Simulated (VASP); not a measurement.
Given:

```yaml
crystal:
  lattice:
    - [0.00000, 2.29828, 2.30392]
    - [2.37110, 0.00000, 2.30392]
    - [2.37110, 2.29828, 0.00000]
  atoms:
    - { symbol: Hf, position: [0.00000, 0.00000, 0.00000] }
    - { symbol: C, position: [0.48286, 0.51714, 0.51714] }
```

Level of theory: PBE GGA, VASP's PBE PAW potentials (set 64) (plane waves; VASP). Run with 250 eV cut-off, 12×12×12 Γ-centred mesh, first-order Methfessel-Paxton smearing of 0.10 eV, potentials Hf_pv C.

At this cut-off the stress carries a Pulay error, which pulls relaxed volumes low. Unless said otherwise, spin-orbit coupling is left out, though it shifts the bands of the heavy elements here.

Question: Predict the energy per atom (σ→0), pressure, largest force, band gap (on the k-mesh) with the smallest direct gap where there is one.

Answer: 
```
Item                                                        Result
------------------------  ----------------------------------------
band gap (on the k-mesh)  none (metal, semimetal or under 0.01 eV)
energy per atom (σ→0)                              -10.519 eV/atom
pressure                                                -12.97 GPa
largest force                                      0.01713 Ry/bohr
```

The compound is HfC in the rock salt structure. The cell was not relaxed at this level, atoms are displaced from their ideal sites. The run is one of a series of settings (ENCUT = 250 against the base run), some of them coarse on purpose.
